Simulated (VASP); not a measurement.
## BaLiF3: single point with LDA

Crystal: BaLiF3.

```
CELL_PARAMETERS angstrom
3.98858 0.00000 0.00000
0.00000 3.98858 0.00000
0.00000 0.00000 3.98858
ATOMIC_POSITIONS crystal
Ba 0.00000 0.00000 0.00000
Li 0.54654 0.54654 0.50000
F 0.00000 0.50000 0.50000
F 0.50000 0.50000 0.00000
F 0.50000 0.00000 0.50000
```

The cell comes from a database or a generator and needn't be the stable form of this composition.

The cell isn't the ideal one: all Li atoms moved +0.263 Å, as atom 2 along Cartesian [1 1 0].

| Item | Value |
| --- | --- |
| Program | VASP 6.6.1 |
| Task | single point |
| Functional | LDA |
| Potentials or basis | VASP PAW LDA potentials, release 64 (Ba_sv, Li_sv, F) |
| Cutoff | 520 eV |
| k mesh | 6 × 6 × 6 |
| Occupations | gaussian, width 0.05 eV |
| Spin | no spin polarisation |

* Largest force: 0.891 eV/Å
* Band gap on the k mesh: 6.43 eV, direct

Forces on the atoms (eV/Å):
```
Ba   0.226  0.226  0.000
Li  -0.630 -0.630  0.000
F    0.167  0.107  0.000
F    0.129  0.129  0.000
F    0.107  0.167  0.000
```

Levels at points of the mesh, in eV from the valence-band top:
| k point | band 15 | band 16 | band 17 | band 18 | band 19 | band 20 |
| --- | --- | --- | --- | --- | --- | --- |
| (0.00, 0.00, 0.00) | -0.05 | 0.00 | 0.00 | 6.43 | 6.45 | 7.85 |
| (0.50, 0.00, 0.00) | -0.82 | -0.47 | -0.46 | 7.91 | 8.43 | 10.18 |
| (0.00, 0.00, 0.50) | -0.75 | -0.56 | -0.45 | 7.92 | 8.43 | 10.20 |
| (0.50, 0.50, 0.00) | -0.60 | -0.31 | -0.23 | 8.73 | 9.03 | 10.66 |
| (0.00, 0.50, 0.50) | -0.66 | -0.23 | -0.20 | 8.72 | 9.05 | 10.67 |
| (0.50, 0.50, 0.50) | -0.18 | -0.15 | -0.15 | 7.88 | 7.88 | 7.91 |

It took 38 s on 1 thread of Intel(R) Xeon(R) Platinum 8488C (Sapphire Rapids), with other jobs on the host, peak memory 0.2 GiB.

Caveat: spin-orbit coupling is left out, which moves the levels of the heavy elements. A k mesh can miss the band edges.
